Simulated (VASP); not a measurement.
# YPt under strain, part 4 of 5

Aim: follow the pressure of YPt through compression, expansion and shear. All runs use PBEsol. Left out of this account: at least 1 further run (self-consistent run: a reference on another mesh). The start is a computed cell from the Materials Project.

VASP 6.6.1; PBEsol; plane waves and PAW (Y_sv, Pt).

Still holding for the runs below: Spin-orbit coupling is off here; it can split and shift levels that hold much weight on Y and Pt by tenths of an eV or more.

So far, pressure (GPa): step 2 (bands, cell as listed) -3.45; step 3 (cell volume +4.0 %) -7.16; step 4 (cell volume +8.0 %) -10.1; step 5 (bands, sheared, principal strains -1.5, +0.2, +1.3 %) -3.27.

### Step 6. Bands, volume times 0.96

The cell is compressed evenly, with fractional positions held.

File INCAR:

```
SYSTEM = YPt
PREC = Accurate
ENCUT = 400
EDIFF = 1E-06
NELM = 100
ISMEAR = -1
SIGMA = 0.05
LREAL = .FALSE.
ALGO = Normal
GGA = PS
NBANDS = 64
LASPH = .TRUE.
LORBIT = 11
LWAVE = .FALSE.
LCHARG = .FALSE.
KPAR = 8
```

File POSCAR:

```
YPt
1.0
    6.9510029971      0.0000000000      0.0000000000
    0.0000000000      4.4526900060      0.0000000000
    0.0000000000      0.0000000000      5.4770937440
Y Pt
4 4
Direct
    0.1819799900      0.2500000000      0.6396335300
    0.8180200100      0.7500000000      0.3603664700
    0.3180200100      0.7500000000      0.1396335300
    0.6819799900      0.2500000000      0.8603664700
    0.0428388100      0.2500000000      0.1528810400
    0.9571611900      0.7500000000      0.8471189600
    0.4571611900      0.7500000000      0.6528810400
    0.5428388100      0.2500000000      0.3471189600
```

File KPOINTS:

```
Automatic mesh
0
Gamma
5 7 6
0 0 0
```

File KPOINTS_OPT:

```
Line mode
12
Line-mode
Reciprocal
  0.00000000   0.00000000   0.00000000 GAMMA
  0.00000000   0.50000000   0.00000000 X

  0.00000000   0.50000000   0.00000000 X
  0.00000000   0.50000000   0.50000000 S

  0.00000000   0.50000000   0.50000000 S
  0.00000000   0.00000000   0.50000000 Y

  0.00000000   0.00000000   0.50000000 Y
  0.00000000   0.00000000   0.00000000 GAMMA

  0.00000000   0.00000000   0.00000000 GAMMA
  0.50000000   0.00000000   0.00000000 Z

  0.50000000   0.00000000   0.00000000 Z
  0.50000000   0.50000000   0.00000000 U

  0.50000000   0.50000000   0.00000000 U
  0.50000000   0.50000000   0.50000000 R

  0.50000000   0.50000000   0.50000000 R
  0.50000000   0.00000000   0.50000000 T

  0.50000000   0.00000000   0.50000000 T
  0.50000000   0.00000000   0.00000000 Z

  0.00000000   0.00000000   0.50000000 Y
  0.50000000   0.00000000   0.50000000 T

  0.50000000   0.50000000   0.00000000 U
  0.00000000   0.50000000   0.00000000 X

  0.00000000   0.50000000   0.50000000 S
  0.50000000   0.50000000   0.50000000 R
```

PAW data sets: Y_sv and Pt (PBE family, release 64).

The run is started by

```bash
$ mpirun -np 8 vasp_std
```

Output:

```text
[... set-up lines as in an earlier step ...]
 entering main loop
       N       E                     dE             d eps       ncg     rms          rms(c)
DAV:   1     0.451411932905E+03    0.45141E+03   -0.34493E+04  6144   0.106E+03
DAV:   2    -0.318756753379E+02   -0.48329E+03   -0.45200E+03  6808   0.293E+02
DAV:   3    -0.644285338724E+02   -0.32553E+02   -0.31911E+02  8784   0.564E+01
DAV:   4    -0.672367459191E+02   -0.28082E+01   -0.27953E+01  8888   0.133E+01
DAV:   5    -0.673202398649E+02   -0.83494E-01   -0.83477E-01  8144   0.235E+00    0.708E+01
DAV:   6    -0.655289470803E+02    0.17913E+01   -0.24977E+00  7064   0.641E+00    0.416E+01
DAV:   7    -0.651238890526E+02    0.40506E+00   -0.24896E+00  7520   0.553E+00    0.933E+00
DAV:   8    -0.650469512859E+02    0.76938E-01   -0.80599E-01  6968   0.325E+00    0.292E+00
DAV:   9    -0.650122909747E+02    0.34660E-01   -0.19436E-01  6840   0.174E+00    0.164E+00
DAV:  10    -0.650119140604E+02    0.37691E-03   -0.72629E-03  7848   0.244E-01    0.275E-01
DAV:  11    -0.650119144845E+02   -0.42415E-06   -0.11747E-03  7048   0.148E-01    0.336E-01
DAV:  12    -0.650118958245E+02    0.18660E-04   -0.10796E-04  7464   0.378E-02    0.237E-02
DAV:  13    -0.650118942126E+02    0.16119E-05   -0.10158E-05  7024   0.145E-02    0.271E-02
DAV:  14    -0.650118939187E+02    0.29389E-06   -0.10685E-06  4536   0.414E-03
   1 F= -.65011894E+02 E0= -.64994338E+02  d E =-.351122E-01
 Start KPOINTS_OPT (optional k-point list driver)
k-point batch [1-48\144]
       N       E                     dE             ncg
DAV:   1     0.986682884126E+03   -0.60626E+05     6144
DAV:   2    -0.224494812288E+05   -0.23436E+05     6888
DAV:   3    -0.240696965927E+05   -0.16202E+04     8976
DAV:   4    -0.242056115564E+05   -0.13591E+03     8840
DAV:   5    -0.242095426561E+05   -0.39311E+01     8136
DAV:   6    -0.242095879341E+05   -0.45278E-01     8728
DAV:   7    -0.242095886304E+05   -0.69623E-03     8128
DAV:   8    -0.242095886398E+05   -0.94266E-05     6608
DAV:   9    -0.242095886403E+05   -0.52917E-06     4736
[...]
k-point batch [97-144\144]
       N       E                     dE             ncg
DAV:   1     0.948970105402E+03   -0.77401E+05     6144
DAV:   2    -0.224316116697E+05   -0.23381E+05     6848
DAV:   3    -0.240441694176E+05   -0.16126E+04     8776
DAV:   4    -0.241898746867E+05   -0.14571E+03     8952
DAV:   5    -0.241939252647E+05   -0.40506E+01     8032
DAV:   6    -0.241939713072E+05   -0.46042E-01     8592
DAV:   7    -0.241939719575E+05   -0.65028E-03     7984
DAV:   8    -0.241939719673E+05   -0.98214E-05     6448
DAV:   9    -0.241939719679E+05   -0.53524E-06     4632
```

Elapsed: 78 s, on 8 MPI ranks of Intel Xeon 6975P-C (Granite Rapids), shared host; peak memory 4.8 GiB.

OUTCAR, selected parts (step 6):

```text
   ENCUT  =  400.0 eV  29.40 Ry    5.42 a.u.  11.34  7.26  8.93*2*pi/ulx,y,z

   NELECT =      84.0000    total number of electrons

 E-fermi :   6.3959

 k-point     1 :       0.0000    0.0000    0.0000
  band No.  band energies     occupation
    ...
     40       4.6723      2.00000
     41       5.6727      2.00000
     42       5.9954      1.99934
     43       6.0600      1.99758
     44       6.4165      0.79723
     45       7.8845      0.00000
     46       8.0898      0.00000
     47       8.4874      0.00000
     48       8.6788      0.00000
     49       8.6926      0.00000
    ...

  Total        0.6970660      1.5874321      1.4686125      0.0000000      0.0000000      0.0000000
  in kB        6.5881632     15.0032600     13.8802629      0.0000000      0.0000000      0.0000000
  external PRESSURE =      11.8238953 kB  Pullay stress =       0.0000000 kB

 POSITION                                       TOTAL-FORCE (eV/Angst)
 -----------------------------------------------------------------------------------
      1.26494      1.11317      3.50333        -0.019130     -0.000000      0.029711
      5.68606      3.33952      1.97376         0.019130     -0.000000     -0.029711
      2.21056      3.33952      0.76479         0.019130      0.000000      0.029711
      4.74044      1.11317      4.71231        -0.019130     -0.000000     -0.029711
      0.29777      1.11317      0.83734        -0.016581      0.000000     -0.001251
      6.65323      3.33952      4.63975         0.016581      0.000000      0.001251
      3.17773      3.33952      3.57589         0.016581      0.000000     -0.001251
      3.77327      1.11317      1.90120        -0.016581      0.000000      0.001251
 -----------------------------------------------------------------------------------
    total drift:                                0.000000      0.000000     -0.000000

  FREE ENERGIE OF THE ION-ELECTRON SYSTEM (eV)
  ---------------------------------------------------
  free  energy   TOTEN  =       -65.0118939187 eV

  energy  without entropy=      -64.9767817450  energy(sigma->0) =      -64.99433783

[... 5 parts as in an earlier step ...]

[... 11 further parts left out ...]
```

Numbers from this step:

```yaml
scf_cycles: 14
irreducible_k_points: 48
symmetry_operations: 8
free_energy_toten: -65.0119 eV
energy_at_zero_smearing: -64.9943 eV
fermi_energy: 6.396 eV
pressure: 1.182 GPa
```

The electronic bands at the labelled points (eV, zero at the Fermi level; # counts the bands kept in this run, so #1 is VASP's band 17):

| point | #23 | #24 | #25 | #26 | #27 | #28 | #29 | #30 |
| --- | --- | --- | --- | --- | --- | --- | --- | --- |
| Γ | -1.99 | -1.72 | -0.72 | -0.40 | -0.34 | 0.02 | 1.49 | 1.69 |
| 0.45 of the way | -1.78 | -1.46 | -0.90 | -0.21 | 0.29 | 0.55 | 0.65 | 0.90 |
| X | -1.97 | -1.97 | 0.05 | 0.05 | 0.32 | 0.32 | 0.87 | 0.87 |
| 0.45 of the way | -1.86 | -1.86 | -0.60 | -0.60 | 0.24 | 0.24 | 1.03 | 1.03 |
| S | -1.82 | -1.82 | -1.04 | -1.04 | 0.50 | 0.50 | 0.61 | 0.61 |
| 0.55 of the way | -1.45 | -1.45 | -0.68 | -0.68 | 0.01 | 0.01 | 0.94 | 0.94 |
| Y | -1.54 | -1.54 | -0.57 | -0.57 | 0.15 | 0.15 | 1.11 | 1.11 |
| 0.45 of the way | -1.67 | -1.66 | -1.27 | -0.50 | -0.33 | 1.11 | 1.15 | 1.25 |
| Γ | -1.99 | -1.72 | -0.72 | -0.40 | -0.34 | 0.02 | 1.49 | 1.69 |
| 0.45 of the way | -1.93 | -1.74 | -0.51 | -0.09 | 0.11 | 0.29 | 1.46 | 1.56 |
| Z | -1.80 | -1.80 | 0.22 | 0.22 | 0.72 | 0.72 | 1.14 | 1.14 |
| 0.55 of the way | -1.85 | -1.85 | -0.39 | -0.39 | 0.86 | 0.86 | 1.05 | 1.05 |
| U | -2.20 | -2.20 | 0.38 | 0.38 | 0.38 | 0.38 | 1.29 | 1.29 |
| 0.45 of the way | -2.17 | -2.17 | -0.04 | -0.04 | -0.04 | -0.04 | 1.51 | 1.51 |
| R | -2.08 | -2.08 | -0.69 | -0.69 | -0.69 | -0.69 | 1.85 | 1.85 |
| 0.45 of the way | -2.19 | -2.19 | -0.77 | -0.77 | 0.24 | 0.24 | 1.30 | 1.30 |
| T | -2.26 | -2.26 | 0.36 | 0.36 | 0.77 | 0.77 | 1.19 | 1.19 |
| 0.55 of the way | -1.93 | -1.93 | 0.30 | 0.30 | 0.52 | 0.52 | 1.14 | 1.14 |
| Z | -1.80 | -1.80 | 0.22 | 0.22 | 0.72 | 0.72 | 1.14 | 1.14 |
| jump to Y | -1.54 | -1.54 | -0.57 | -0.57 | 0.15 | 0.15 | 1.11 | 1.11 |
| 0.45 of the way | -2.02 | -2.02 | 0.14 | 0.14 | 0.23 | 0.23 | 1.08 | 1.08 |
| T | -2.26 | -2.26 | 0.36 | 0.36 | 0.77 | 0.77 | 1.19 | 1.19 |
| jump to U | -2.20 | -2.20 | 0.38 | 0.38 | 0.38 | 0.38 | 1.29 | 1.29 |
| 0.45 of the way | -2.16 | -2.16 | 0.30 | 0.30 | 0.37 | 0.37 | 0.94 | 0.94 |
| X | -1.97 | -1.97 | 0.05 | 0.05 | 0.32 | 0.32 | 0.87 | 0.87 |
| jump to S | -1.82 | -1.82 | -1.04 | -1.04 | 0.50 | 0.50 | 0.61 | 0.61 |

Of the projections kept (Y, Pt), the largest for each band there, as a share of the weight inside these atoms' spheres; weight between the spheres isn't counted:

| point | #23 | #24 | #25 | #26 | #27 | #28 | #29 | #30 |
| --- | --- | --- | --- | --- | --- | --- | --- | --- |
| Γ | Pt 0.92 | Pt 0.70 | Y 0.51 | Pt 0.51 | Y 0.68 | Y 0.60 | Y 0.62 | Y 0.68 |
| X | Pt 0.83 | Pt 0.83 | Y 0.60 | Y 0.60 | Y 0.59 | Y 0.59 | Y 0.67 | Y 0.67 |
| S | Pt 0.80 | Pt 0.80 | Pt 0.65 | Pt 0.65 | Y 0.63 | Y 0.63 | Y 0.59 | Y 0.59 |
| Y | Pt 0.80 | Pt 0.80 | Pt 0.55 | Pt 0.55 | Y 0.67 | Y 0.67 | Y 0.62 | Y 0.62 |
| Γ | Pt 0.92 | Pt 0.70 | Y 0.51 | Pt 0.51 | Y 0.68 | Y 0.60 | Y 0.62 | Y 0.68 |
| Z | Pt 0.73 | Pt 0.73 | Y 0.52 | Y 0.52 | Y 0.65 | Y 0.65 | Y 0.64 | Y 0.64 |

 The pressure is 1.18 GPa.

For the pressure, step 2 gave -3.45 GPa; this run, with cell volume -4.0 %, gives 1.18 GPa.

### Step 7. Bands, volume times 0.92

The cell is scaled evenly once more. A prediction first. A least-squares parabola for the 4 pressures of evenly scaled cells so far, P = -3.44 -104.0 t +223 t² GPa with t = ln(V/V₁) and V₁ the volume at scale 1, gives 6.78 GPa at t = -0.0834.

INCAR is that of step 6.

POSCAR, as its differences from that of step 6:

```diff
@@ -2,5 +2,5 @@
 1.0
-    6.9510029971      0.0000000000      0.0000000000
-    0.0000000000      4.4526900060      0.0000000000
-    0.0000000000      0.0000000000      5.4770937440
+    6.8530885040      0.0000000000      0.0000000000
+    0.0000000000      4.3899677075      0.0000000000
+    0.0000000000      0.0000000000      5.3999413017
 Y Pt
```

KPOINTS is that of step 6.

KPOINTS_OPT is that of step 6.

The run is started by

```bash
$ mpirun -np 8 vasp_std
```

Output:

```text
[... set-up lines as in an earlier step ...]
 entering main loop
       N       E                     dE             d eps       ncg     rms          rms(c)
DAV:   1     0.458894126677E+03    0.45889E+03   -0.34630E+04  6144   0.107E+03
DAV:   2    -0.313815674059E+02   -0.49028E+03   -0.45911E+03  6848   0.296E+02
DAV:   3    -0.642340236586E+02   -0.32852E+02   -0.32202E+02  8832   0.570E+01
DAV:   4    -0.669607348014E+02   -0.27267E+01   -0.27143E+01  8784   0.133E+01
DAV:   5    -0.670347821494E+02   -0.74047E-01   -0.74033E-01  8288   0.226E+00    0.765E+01
DAV:   6    -0.653258604220E+02    0.17089E+01   -0.25671E+00  7104   0.659E+00    0.442E+01
DAV:   7    -0.649563627214E+02    0.36950E+00   -0.23252E+00  7792   0.547E+00    0.100E+01
DAV:   8    -0.648629691823E+02    0.93394E-01   -0.78493E-01  6944   0.334E+00    0.290E+00
DAV:   9    -0.648342695746E+02    0.28700E-01   -0.17164E-01  6856   0.166E+00    0.169E+00
DAV:  10    -0.648340331948E+02    0.23638E-03   -0.71674E-03  7584   0.244E-01    0.246E-01
DAV:  11    -0.648340558687E+02   -0.22674E-04   -0.90542E-04  7016   0.130E-01    0.333E-01
DAV:  12    -0.648340387224E+02    0.17146E-04   -0.11924E-04  7328   0.410E-02    0.214E-02
DAV:  13    -0.648340379325E+02    0.78990E-06   -0.11351E-05  7240   0.149E-02    0.337E-02
DAV:  14    -0.648340372306E+02    0.70189E-06   -0.10513E-06  4352   0.378E-03
   1 F= -.64834037E+02 E0= -.64817261E+02  d E =-.335531E-01
 Start KPOINTS_OPT (optional k-point list driver)
k-point batch [1-48\144]
       N       E                     dE             ncg
DAV:   1     0.263982315751E+04   -0.60843E+05     6144
DAV:   2    -0.209284538226E+05   -0.23568E+05     6848
DAV:   3    -0.225650545814E+05   -0.16366E+04     9016
DAV:   4    -0.226992679290E+05   -0.13421E+03     8696
DAV:   5    -0.227032624508E+05   -0.39945E+01     8208
DAV:   6    -0.227033101568E+05   -0.47706E-01     8536
DAV:   7    -0.227033110880E+05   -0.93115E-03     8184
DAV:   8    -0.227033111047E+05   -0.16732E-04     6376
DAV:   9    -0.227033111057E+05   -0.97784E-06     4688
[...]
k-point batch [97-144\144]
       N       E                     dE             ncg
DAV:   1     0.266000340734E+04   -0.76499E+05     6144
DAV:   2    -0.209203111003E+05   -0.23580E+05     6832
DAV:   3    -0.225441609496E+05   -0.16238E+04     8840
DAV:   4    -0.226839877005E+05   -0.13983E+03     8784
DAV:   5    -0.226879600688E+05   -0.39724E+01     8104
DAV:   6    -0.226880081179E+05   -0.48049E-01     8448
DAV:   7    -0.226880091555E+05   -0.10377E-02     8064
DAV:   8    -0.226880091747E+05   -0.19118E-04     6240
DAV:   9    -0.226880091757E+05   -0.10083E-05     4616
DAV:  10    -0.226880091758E+05   -0.14341E-06     4160
```

Wall time 84 s (8 MPI ranks); peak memory 4.6 GiB; 9.3 min of CPU time.

OUTCAR, selected parts (step 7):

```text
   ENCUT  =  400.0 eV  29.40 Ry    5.42 a.u.  11.18  7.16  8.81*2*pi/ulx,y,z

   NELECT =      84.0000    total number of electrons

 E-fermi :   6.8175

 k-point     1 :       0.0000    0.0000    0.0000
  band No.  band energies     occupation
    ...
     40       5.0572      2.00000
     41       6.0618      2.00000
     42       6.3784      1.99969
     43       6.4142      1.99937
     44       6.8060      1.11396
     45       8.3955      0.00000
     46       8.5424      0.00000
     47       8.9510      0.00000
     48       9.1768      0.00000
     49       9.2453      0.00000
    ...

  Total        5.9297725      7.8122630      7.4754195      0.0000000      0.0000000      0.0000000
  in kB       58.4806121     77.0461133     73.7240940      0.0000000      0.0000000      0.0000000
  external PRESSURE =      69.7502731 kB  Pullay stress =       0.0000000 kB

 POSITION                                       TOTAL-FORCE (eV/Angst)
 -----------------------------------------------------------------------------------
      1.24712      1.09749      3.45398        -0.057845      0.000000      0.041957
      5.60596      3.29248      1.94596         0.057845      0.000000     -0.041957
      2.17942      3.29248      0.75401         0.057845     -0.000000      0.041957
      4.67367      1.09749      4.64593        -0.057845      0.000000     -0.041957
      0.29358      1.09749      0.82555         0.011933     -0.000000      0.098602
      6.55951      3.29248      4.57439        -0.011933      0.000000     -0.098602
      3.13297      3.29248      3.52552        -0.011933     -0.000000      0.098602
      3.72012      1.09749      1.87442         0.011933      0.000000     -0.098602
 -----------------------------------------------------------------------------------
    total drift:                                0.000000      0.000000     -0.000000

  FREE ENERGIE OF THE ION-ELECTRON SYSTEM (eV)
  ---------------------------------------------------
  free  energy   TOTEN  =       -64.8340372306 eV

  energy  without entropy=      -64.8004841376  energy(sigma->0) =      -64.81726068

[... 5 parts as in an earlier step ...]

[... 11 further parts left out ...]
```

Numbers from this step:

```
free energy (TOTEN)     : -64.8340 eV
energy at zero smearing : -64.8173 eV
Fermi energy            : 6.817 eV
pressure                : 6.975 GPa
```

Electronic bands along the path, in eV, zero at the Fermi level; # counts the bands kept in this run, so #1 is VASP's band 17:

| point | #23 | #24 | #25 | #26 | #27 | #28 | #29 | #30 |
| --- | --- | --- | --- | --- | --- | --- | --- | --- |
| Γ | -2.07 | -1.76 | -0.76 | -0.44 | -0.40 | -0.01 | 1.58 | 1.72 |
| 0.45 of the way | -1.81 | -1.47 | -0.91 | -0.24 | 0.32 | 0.55 | 0.65 | 0.94 |
| X | -2.03 | -2.03 | 0.07 | 0.07 | 0.34 | 0.34 | 0.90 | 0.90 |
| 0.45 of the way | -1.91 | -1.91 | -0.61 | -0.61 | 0.23 | 0.23 | 1.11 | 1.11 |
| S | -1.88 | -1.88 | -1.06 | -1.06 | 0.54 | 0.54 | 0.64 | 0.64 |
| 0.45 of the way | -1.52 | -1.52 | -0.65 | -0.65 | -0.10 | -0.10 | 0.98 | 0.98 |
| Y | -1.56 | -1.56 | -0.57 | -0.57 | 0.11 | 0.11 | 1.13 | 1.13 |
| 0.55 of the way | -1.82 | -1.72 | -1.29 | -0.54 | -0.43 | 0.96 | 1.36 | 1.44 |
| Γ | -2.07 | -1.76 | -0.76 | -0.44 | -0.40 | -0.01 | 1.58 | 1.72 |
| 0.55 of the way | -1.96 | -1.79 | -0.36 | -0.03 | 0.14 | 0.49 | 1.53 | 1.53 |
| Z | -1.86 | -1.86 | 0.26 | 0.26 | 0.74 | 0.74 | 1.17 | 1.17 |
| 0.55 of the way | -1.90 | -1.90 | -0.41 | -0.41 | 0.86 | 0.86 | 1.06 | 1.06 |
| U | -2.28 | -2.28 | 0.39 | 0.39 | 0.39 | 0.39 | 1.33 | 1.33 |
| 0.55 of the way | -2.24 | -2.24 | -0.17 | -0.17 | -0.17 | -0.17 | 1.64 | 1.64 |
| R | -2.15 | -2.15 | -0.67 | -0.67 | -0.67 | -0.67 | 1.90 | 1.90 |
| 0.55 of the way | -2.33 | -2.33 | -0.58 | -0.58 | 0.37 | 0.37 | 1.27 | 1.27 |
| T | -2.34 | -2.34 | 0.34 | 0.34 | 0.76 | 0.76 | 1.22 | 1.22 |
| 0.55 of the way | -1.98 | -1.98 | 0.31 | 0.31 | 0.52 | 0.52 | 1.16 | 1.16 |
| Z | -1.86 | -1.86 | 0.26 | 0.26 | 0.74 | 0.74 | 1.17 | 1.17 |
| jump to Y | -1.56 | -1.56 | -0.57 | -0.57 | 0.11 | 0.11 | 1.13 | 1.13 |
| 0.45 of the way | -2.08 | -2.08 | 0.15 | 0.15 | 0.21 | 0.21 | 1.11 | 1.11 |
| T | -2.34 | -2.34 | 0.34 | 0.34 | 0.76 | 0.76 | 1.22 | 1.22 |
| jump to U | -2.28 | -2.28 | 0.39 | 0.39 | 0.39 | 0.39 | 1.33 | 1.33 |
| 0.45 of the way | -2.24 | -2.24 | 0.32 | 0.32 | 0.39 | 0.39 | 0.97 | 0.97 |
| X | -2.03 | -2.03 | 0.07 | 0.07 | 0.34 | 0.34 | 0.90 | 0.90 |
| jump to S | -1.88 | -1.88 | -1.06 | -1.06 | 0.54 | 0.54 | 0.64 | 0.64 |

Of the projections kept (Y, Pt), the largest for each band there, as a share of the weight inside these atoms' spheres; weight between the spheres isn't counted:

| point | #23 | #24 | #25 | #26 | #27 | #28 | #29 | #30 |
| --- | --- | --- | --- | --- | --- | --- | --- | --- |
| Γ | Pt 0.91 | Pt 0.69 | Y 0.51 | Pt 0.51 | Y 0.67 | Y 0.60 | Y 0.63 | Y 0.68 |
| X | Pt 0.81 | Pt 0.81 | Y 0.61 | Y 0.61 | Y 0.59 | Y 0.59 | Y 0.67 | Y 0.67 |
| S | Pt 0.78 | Pt 0.78 | Pt 0.64 | Pt 0.64 | Y 0.63 | Y 0.63 | Y 0.59 | Y 0.59 |
| Y | Pt 0.78 | Pt 0.78 | Pt 0.54 | Pt 0.54 | Y 0.67 | Y 0.67 | Y 0.62 | Y 0.62 |
| Γ | Pt 0.91 | Pt 0.69 | Y 0.51 | Pt 0.51 | Y 0.67 | Y 0.60 | Y 0.63 | Y 0.68 |
| Z | Pt 0.71 | Pt 0.71 | Y 0.53 | Y 0.53 | Y 0.65 | Y 0.65 | Y 0.64 | Y 0.64 |

Force by atom:

| atom | x (eV/Å) | y (eV/Å) | z (eV/Å) | size |
| --- | --- | --- | --- | --- |
| Y1 | -0.0578 | 0.0000 | 0.0420 | 0.0715 |
| Y2 | 0.0578 | 0.0000 | -0.0420 | 0.0715 |
| Y3 | 0.0578 | 0.0000 | 0.0420 | 0.0715 |
| Y4 | -0.0578 | 0.0000 | -0.0420 | 0.0715 |
| Pt5 | 0.0119 | 0.0000 | 0.0986 | 0.0993 |
| Pt6 | -0.0119 | 0.0000 | -0.0986 | 0.0993 |
| Pt7 | -0.0119 | 0.0000 | 0.0986 | 0.0993 |
| Pt8 | 0.0119 | 0.0000 | -0.0986 | 0.0993 |

 The pressure is 6.98 GPa. The parabola predicted 6.78 GPa, -0.19 GPa off.

(Continued in part 5 of 5.)

[Lines on the potential files, build, host, timing and source positions are cut from VASP's logs without a mark.]

[Logs are printed without paths, hosts, clocks, repeated set-up lines and the standing remarks that a program may print on its own settings, such as how far it seeks lower states.]

[Hosts, paths, dates, database ids (printed as entryN), source tags and the programs' standing remarks are cut or masked in the printed files.]

[A measured line is paired with the nearest computed mode of its activity, which favours agreement.]

[In band tables of VASP the shares of atoms and orbitals are scaled to a sum of 1 inside the atoms' spheres.]
